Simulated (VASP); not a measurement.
```
CELL_PARAMETERS angstrom
      1.36500    -2.36425     0.00000
      1.36500     2.36425     0.00000
      0.00000     0.00000     4.32000
ATOMIC_POSITIONS crystal
  Os 0.33333 0.66667 0.25000
  Os 0.66667 0.33333 0.75000
```

These are rev-vdW-DF2, VASP's PBE PAW potentials (set 64) (plane waves; VASP 6.6.1) values and carry that method's errors. Settings: 520 eV cut-off, 14×14×8 Γ-centred mesh, first-order Methfessel-Paxton smearing of 0.10 eV, potentials Os.

Task: The ions, cell shape and volume are relaxed. Give the cell that the relaxation ends in.

Result: 
```
CELL_PARAMETERS angstrom
      1.37429    -2.38035     0.00000
      1.37429     2.38035     0.00000
      0.00000     0.00000     4.33244
ATOMIC_POSITIONS crystal
  Os 0.33333 0.66667 0.25000
  Os 0.66667 0.33333 0.75000
```
Space group P6_3/mmc (194), at a tolerance of 0.03 Å.

Task: How do energy and volume change from the first to the last step?

Result: The energy (σ→0) changes by -5.2 meV/atom and the volume by +1.7 %, in 6 ionic steps.

The compound is Os in the hcp structure. This run relaxes it. Symmetry was kept, so distortions that lower it aren't found.
